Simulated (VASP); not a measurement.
Energy against volume of NiAl (CsCl type). Computed with optB88-vdW, VASP's PBE PAW potentials (set 64) (plane waves; VASP 6.6.1).

| V (Å³/atom) | E (eV/atom) |
|---|---|
| 11.330 | -3.10064 |
| 11.691 | -3.11803 |
| 12.053 | -3.12279 |
| 12.415 | -3.11686 |
| 12.776 | -3.10185 |

Fit a third-order Birch-Murnaghan equation of state.

The volume per atom comes out as 12.02 Å³/atom, the bulk modulus is 159 GPa and the pressure derivative of the bulk modulus comes out as 4.49. The lattice constant a is 2.886 Å.

Measured: bulk modulus 156 GPa (computed value off by +2.2 %), as given by Yamada et al., (2019), arXiv:1910.09660; a 2.882 Å at 0 K (computed value off by +0.1 %), as given by H. Levämäki et al., Physical Review B (2014), arXiv:1402.3671 [extrapolated to 0 K, zero-point anharmonic expansion removed (Haas, Tran, Blaha 2009)]. The calculation is for a static lattice, while the measured bulk modulus holds thermal and zero-point effects, which are part of the difference.

The compound is NiAl in the CsCl type structure. It was relaxed first. The run is not spin-polarised, so no magnetic state was tried.
